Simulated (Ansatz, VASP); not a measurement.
## SnAs in VASP and in Ansatz

```
Sn As
1.0
     0.00000    2.83444    2.83444
     2.83444    0.00000    2.83444
     2.83444    2.83444    0.00000
Sn As
1 1
Direct
  0.00000 0.00000 0.00000
  0.50000 0.50000 0.50000
```

Alike in both runs: functional LDA; k mesh 12 × 12 × 12; occupations gaussian, width 0.1 eV; no spin polarisation.

Ansatz relaxed the structure, and its values are those at the end. VASP's run is a single point on that final structure, the one shown.

|  | VASP | Ansatz |
| --- | --- | --- |
| version | VASP 6.6.1 | Ansatz 0.2.0 |
| potentials or method | VASP PAW LDA potentials, release 64 (Sn_d, As) | scalar-relativistic, plane waves, PAW |
| plane-wave cutoff (eV) | 520 | 420 |
| valence electrons in the cell | 19 | 29 |

```tsv
	VASP	Ansatz	Ansatz less VASP
gap on the k mesh at the Fermi level (eV)	none	none	-
pressure (GPa)	0.2	0.0	-0.22
```

A gap of «none» marks a metal or a gap that the smearing closes. The two sets of potentials don't hold the same shells in valence.
